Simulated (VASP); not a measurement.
These are PBEsol GGA, VASP's PBE PAW potentials (set 64) (plane waves; VASP) values and carry that method's errors.

The input files of a VASP run:

**KPOINTS**
```
Automatic
0
Gamma
  6 5 3
```

### INCAR
```
SYSTEM = Ta2O5
PREC = Accurate
ENCUT = 520
EDIFF = 1E-6
NELM = 100
ALGO = Normal
LREAL = .FALSE.
LASPH = .TRUE.
ISMEAR = 0
SIGMA = 0.05
GGA = PS
LMAXMIX = 6
LWAVE = .FALSE.
LCHARG = .FALSE.
IBRION = 2
ISIF = 3
NSW = 60
EDIFFG = -0.02
```

**POSCAR**
```
Ta2O5
1.0
  3.8502579329   0.0000000000  -0.0020904225
  0.0000000000   3.8640844363   0.0000000000
 -1.8266778407   0.0000000000   6.5088324329
Ta O
2 5
direct
  0.6476580180   0.0000000000   0.7925109348
  0.3523419820   0.0000000000   0.2074890652
  0.6641501133   0.5000000000   0.7992604503
  0.3358498867   0.5000000000   0.2007395497
  0.1893615430   0.0000000000   0.8707876417
  0.8106384570   0.0000000000   0.1292123583
  0.5000000000   0.0000000000   0.5000000000
```

POTCAR, in this order: Ta_pv O (PBE.64 set). Program: vasp_std.

### Question
What will the output report for the number of irreducible k-points (NKPTS), number of bands (NBANDS), largest plane-wave count, number of space-group operations, FFT grid (NGX, NGY, NGZ)?

### Answer

```yaml
number of irreducible k-points (NKPTS): 30
number of bands (NBANDS): 31
largest_plane_wave_count: 2626
number_of_space_group_operations: 4
FFT grid (NGX, NGY, NGZ): 30 × 30 × 50
```

The structure comes from a computed database's Ta2O5 entry (P2/m); how it stands against other phases isn't given here. This run relaxes it. Symmetry was kept, so distortions that lower it aren't found. The start is the result of an earlier pass.
